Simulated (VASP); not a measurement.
OSZICAR of a VASP run on Sr (fcc):

File OSZICAR:
```
       N       E                     dE             d eps       ncg     rms          rms(c)
DAV:   1     0.392356251879E+02    0.39236E+02   -0.49039E+03   522   0.956E+02
DAV:   2     0.137838213102E+00   -0.39098E+02   -0.38542E+02   558   0.163E+02
DAV:   3    -0.153455277746E+01   -0.16724E+01   -0.16653E+01   805   0.290E+01
DAV:   4    -0.163670275282E+01   -0.10215E+00   -0.10188E+00   739   0.528E+00
DAV:   5    -0.163755143160E+01   -0.84868E-03   -0.84750E-03   812   0.489E-01    0.107E+01
DAV:   6    -0.163917723665E+01   -0.16258E-02   -0.65960E-03   676   0.113E+00    0.601E+00
DAV:   7    -0.164017550952E+01   -0.99827E-03   -0.11460E-02   617   0.148E+00    0.295E-01
DAV:   8    -0.164016187684E+01    0.13633E-04   -0.16715E-03   826   0.265E-01    0.124E-01
DAV:   9    -0.164018177714E+01   -0.19900E-04   -0.24315E-05   726   0.605E-02    0.344E-02
DAV:  10    -0.164019414532E+01   -0.12368E-04   -0.76303E-06   647   0.274E-02    0.281E-02
DAV:  11    -0.164019381664E+01    0.32868E-06   -0.37750E-07   805   0.613E-03    0.966E-03
DAV:  12    -0.164019327511E+01    0.54153E-06   -0.22146E-07   644   0.333E-03    0.171E-03
DAV:  13    -0.164019336596E+01   -0.90851E-07   -0.10251E-08   353   0.109E-03
   1 F= -.17875498E+01 E0= -.17868739E+01  d E =-.135176E-02
```

Task: Which electronic solver shows in the log?

Result: It is blocked Davidson (ALGO = Normal, or the opening steps of other solvers). The INCAR had ALGO = Normal.

Task: Can the final energy be trusted as converged?

Result: The calculation finished and met its thresholds. It stopped with EDIFF = 1E-7, NELM = 100 (PBE GGA with D3 dispersion (zero damping), plane waves, VASP's PBE PAW potentials (set 64)).

The compound is Sr in the fcc structure. This cell is one point of a volume scan, at 1.06 of the reference volume.
